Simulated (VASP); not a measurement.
Energy against volume of CdTe (zinc blende). Method: PW91 GGA, VASP's PBE PAW potentials (set 64) (plane waves; VASP). Settings: 520 eV cut-off, 7×7×7 Γ-centred mesh, Gaussian smearing of 0.050 eV, potentials Cd Te.

```json
[
 {"V (Å³/atom)": "34.103", "E (eV/atom)": "-2.41347"},
 {"V (Å³/atom)": "35.192", "E (eV/atom)": "-2.42599"},
 {"V (Å³/atom)": "36.280", "E (eV/atom)": "-2.42985"},
 {"V (Å³/atom)": "37.368", "E (eV/atom)": "-2.42643"}
]
```

Q: Fit these four points and predict the energy of the run at 38.457 Å³/atom.

A: A cubic in V^(−2/3), the third-order Birch-Murnaghan form, passes through the four points with V0 = 36.28 Å³/atom and B0 = 36 GPa, and gives -2.4169 eV/atom there. The run gave -2.4169 eV/atom, -0.0 meV/atom from the fit; all five points give B0 = 36 GPa.

The compound is CdTe in the zinc blende structure. It was relaxed first, which changed the volume by +7 %.
